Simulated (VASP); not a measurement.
An input for Quantum ESPRESSO's pw.x (written as the equivalent of a VASP run, and not itself run):

```
&CONTROL
  calculation = 'scf'
  pseudo_dir = './pseudo'
  outdir = './out'
  tprnfor = .true.
  tstress = .true.
/
&SYSTEM
  ibrav = 0
  nat = 3
  ntyp = 2
  ecutwfc = 98
  occupations = 'tetrahedra'
  input_dft = 'rpbe'
/
&ELECTRONS
  conv_thr = 7.3e-09
  electron_maxstep = 100
/
ATOMIC_SPECIES
  Si 28.085 Si.upf
  Ni 58.693 Ni.upf
CELL_PARAMETERS angstrom
     0.0000000    2.7415854    2.7415854
     2.7415854    0.0000000    2.7415854
     2.7415854    2.7415854    0.0000000
ATOMIC_POSITIONS crystal
  Si   0.2500000  0.2500000  0.2500000
  Si   0.7500000  0.7500000  0.7500000
  Ni   0.0000000  0.0000000  0.0000000
K_POINTS automatic
  11 11 11 0 0 0
```

### Question
Write the VASP files for the same calculation (RPBE).

### Answer
One answer among several that fit: 
**INCAR**
```
SYSTEM = NiSi2
PREC = Accurate
ENCUT = 520
EDIFF = 1E-7
NELM = 100
ALGO = Normal
LREAL = .FALSE.
LASPH = .TRUE.
ISMEAR = -5
GGA = RP
LMAXMIX = 4
LWAVE = .FALSE.
LCHARG = .TRUE.
LORBIT = 11
NEDOS = 601
ISIF = 2
LEFG = .TRUE.
```

### KPOINTS
```
Automatic mesh
0
Gamma
11 11 11
0 0 0
```

### POSCAR
```
NiSi2
3.8771870
  0.0000000000   0.7071068348   0.7071068348
  0.7071068348   0.0000000000   0.7071068348
  0.7071068348   0.7071068348   0.0000000000
Si Ni
2 1
Direct
  0.2500000000   0.2500000000   0.2500000000
  0.7500000000   0.7500000000   0.7500000000
  0.0000000000   0.0000000000   0.0000000000
```

POTCAR, in this order: Si Ni (PBE.64 set). Program: vasp_std.

What does not carry over: the potentials are each code's own (VASP's PAW set, PseudoDojo norm-conserving files in pw.x), so ENCUT and ecutwfc are chosen apart and not converted; conv_thr bounds pw.x's estimated SCF error, while EDIFF bounds the energy change between steps; the field gradients of LEFG aren't asked of the other code.

The compound is NiSi2 in the fluorite structure. It was relaxed first.
